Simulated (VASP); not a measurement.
```yaml
crystal:
  lattice:
    - [4.08179, 0.00000, 0.00000]
    - [0.00000, 4.08179, 0.00000]
    - [0.00000, 0.00000, 4.08179]
  atoms:
    - { symbol: K, position: [0.00000, 0.00000, 0.00000] }
    - { symbol: Mg, position: [0.50000, 0.50000, 0.50000] }
    - { symbol: F, position: [0.50000, 0.00000, 0.50000] }
    - { symbol: F, position: [0.00000, 0.50000, 0.50000] }
    - { symbol: F, position: [0.50000, 0.50000, 0.00000] }
```

Method: vdW-DF-cx, VASP's PBE PAW potentials (set 64) (plane waves; VASP 6.6.1). Settings: 520 eV cut-off, 6×6×6 Γ-centred mesh, Gaussian smearing of 0.050 eV, potentials K_sv Mg F.

Q: Give the stress tensor in GPa (positive for a compressed cell).

A: 
```
-3.46   0.00   0.00
 0.00  -3.46   0.00
 0.00   0.00  -3.46
```
The pressure is its mean diagonal, -3.46 GPa.

The compound is KMgF3 in the cubic perovskite structure. This cell is one point of a volume scan, at 1.06 of the reference volume.
